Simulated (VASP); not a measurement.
```
CELL_PARAMETERS angstrom
     -2.12087     2.12087     2.12087
      2.12087    -2.12087     2.12087
      2.12087     2.12087    -2.12087
ATOMIC_POSITIONS crystal
  Na 0.00000 0.00000 0.00000
```

All values below come from MS2 meta-GGA, VASP's PBE PAW potentials (set 64) (plane waves; VASP). Run with 520 eV cut-off, 14×14×14 Γ-centred mesh, tetrahedra with Blöchl corrections, potentials Na_pv.

**Question.** Give the energies of bands 4 to 6 at the high-symmetry points, in eV from the Fermi level.

**Answer.** 
| band | Γ | H | N | P |
|---|---|---|---|---|
| 4 | -3.28 | 4.42 | 0.71 | 2.64 |
| 5 | 11.47 | 4.42 | 1.17 | 2.64 |
| 6 | 11.47 | 4.81 | 8.03 | 2.64 |

It has no gap at this level: it comes out as a metal or semimetal.

The compound is Na in the bcc structure. It was relaxed first.
